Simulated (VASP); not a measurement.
Output of a VASP run:

**OSZICAR**
```
       N       E                     dE             d eps       ncg     rms          rms(c)
DAV:   1    -0.302614177906E+03   -0.30261E+03   -0.29706E-05  1530   0.408E-02    0.451E-03
DAV:   2    -0.302614194832E+03   -0.16926E-04   -0.40998E-05  1484   0.554E-02    0.109E-02
DAV:   3    -0.302614193663E+03    0.11689E-05   -0.20758E-05  1394   0.412E-02    0.629E-04
DAV:   4    -0.302614183422E+03    0.10241E-04   -0.24267E-06  1054   0.111E-02    0.983E-04
DAV:   5    -0.302614183907E+03   -0.48470E-06   -0.50045E-07  1026   0.528E-03
   1 F= -.30261418E+03 E0= -.30261342E+03  d E =-.227678E-02
```

File OUTCAR:
```
------------------------ aborting loop because EDIFF is reached ----------------------------------------
  FORCE on cell =-STRESS in cart. coord.  units (eV):
  Direction    XX          YY          ZZ          XY          YZ          ZX
  --------------------------------------------------------------------------------------
  Total       -3.0830901     -3.0830901     -0.0948071      0.0000000     -0.0000000      0.0000000
  in kB      -19.9645617    -19.9645617     -0.6139234      0.0000000     -0.0000000      0.0000000
  external PRESSURE =     -13.5143489 kB  Pullay stress =       0.0000000 kB
  volume of cell :      247.42
      direct lattice vectors                 reciprocal lattice vectors
     3.172762491  0.000000000  0.000000000     0.315182748  0.000000000  0.000000000
     0.000000000  3.172762491  0.000000000     0.000000000  0.315182748  0.000000000
     0.000000000  0.000000000 24.578868915     0.000000000  0.000000000  0.040685355
 POSITION                                       TOTAL-FORCE (eV/Angst)
 -----------------------------------------------------------------------------------
      1.58638      0.00000      8.49450         0.000000     -0.000000     -0.011114
      0.00000      1.58638      9.87739         0.000000     -0.000000      0.016338
      1.58638      0.00000     11.52485         0.000000     -0.000000      0.012696
      0.00000      1.58638     13.05402         0.000000      0.000000     -0.012696
      1.58638      0.00000     14.70148         0.000000      0.000000     -0.016338
      0.00000      1.58638     16.08437         0.000000      0.000000      0.011114
 -----------------------------------------------------------------------------------
    total drift:                                0.000000      0.000000     -0.000000
  FREE ENERGIE OF THE ION-ELECTRON SYSTEM (eV)
  ---------------------------------------------------
  free  energy   TOTEN  =      -302.6141839069 eV

  energy  without entropy=     -302.6119071268  energy(sigma->0) =     -302.61342498

 total charge

# of ion       s       p       d       tot
------------------------------------------
    1        2.407   6.178   3.423  12.008
    2        2.415   6.339   3.386  12.140
    3        2.393   6.340   3.334  12.068
    4        2.393   6.340   3.334  12.068
    5        2.415   6.339   3.386  12.140
    6        2.407   6.178   3.423  12.008
--------------------------------------------------
tot         14.430  37.715  20.288  72.433
```
(Selected blocks of OUTCAR.)

### POSCAR
```
W(100) slab
1
    3.1727624907     0.0000000000     0.0000000000
    0.0000000000     3.1727624907     0.0000000000
    0.0000000000     0.0000000000    24.5788689153
W
6
Direct
  0.5000000000   0.0000000000   0.3456018000
  0.0000000000   0.5000000000   0.4018650612
  0.5000000000   0.0000000000   0.4688925308
  0.0000000000   0.5000000000   0.5311074692
  0.5000000000   0.0000000000   0.5981349388
  0.0000000000   0.5000000000   0.6543982000
```

Task: Write an INCAR and KPOINTS that could have produced this output.

Result: One answer among several that fit: the input of the run itself, r2SCAN meta-GGA, plane waves, VASP's PBE PAW potentials (set 64).

### KPOINTS
```
Automatic mesh
0
Gamma
9 9 1
0 0 0
```

INCAR:
```
SYSTEM = W(100) slab
PREC = Normal
ENCUT = 400
EDIFF = 1E-6
NELM = 100
ALGO = Normal
LREAL = .FALSE.
LASPH = .TRUE.
ISMEAR = 1
SIGMA = 0.1
METAGGA = R2SCAN
LMIXTAU = .TRUE.
LMAXMIX = 6
LWAVE = .FALSE.
LCHARG = .FALSE.
NELMIN = 4
LDIPOL = .TRUE.
IDIPOL = 3
DIPOL = 0.5 0.5 0.5
LVHAR = .TRUE.
LORBIT = 11
```

POTCAR, in this order: W_sv (PBE.64 set). Program: vasp_std. Read from the step before: WAVECAR.

The cell is a thin slab with vacuum, built from W (bcc): (100) face.
